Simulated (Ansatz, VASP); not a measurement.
**One calculation of SrB2, two programs**

```
CELL_PARAMETERS angstrom
3.30596 0.00000 0.00000
-1.65298 2.86304 0.00000
0.00000 0.00000 4.40465
ATOMIC_POSITIONS crystal
Sr 0.00000 0.00000 0.00000
B 0.66667 0.33333 0.50000
B 0.33333 0.66667 0.50000
```

Alike in both runs: task relaxation of cell and atoms; functional PBE; k mesh 18 × 18 × 10; occupations gaussian, width 0.1 eV; no spin polarisation.

```csv
,VASP,Ansatz
version,VASP 6.6.1,Ansatz 0.2.0
potentials or method,"VASP PAW PBE potentials, release 64 (Sr_sv, B)","scalar-relativistic, plane waves, PAW"
plane-wave cutoff (eV),600,420
valence electrons in the cell,16,16
```

VASP gave:

| Item | Value |
| --- | --- |
| gap on the k mesh at the Fermi level, each at its own relaxed structure (eV) | none |
| relaxed volume (Å³/atom) | 13.98 |
| relaxed cell length with the largest relative difference (Å) | 4.423 |

Q: Estimate Ansatz's values.

A: gap on the k mesh at the Fermi level, each at its own relaxed structure (eV): none; relaxed volume (Å³/atom): 13.93; relaxed cell length with the largest relative difference (Å): 4.417.

A gap of «none» marks a metal or a gap that the smearing closes.
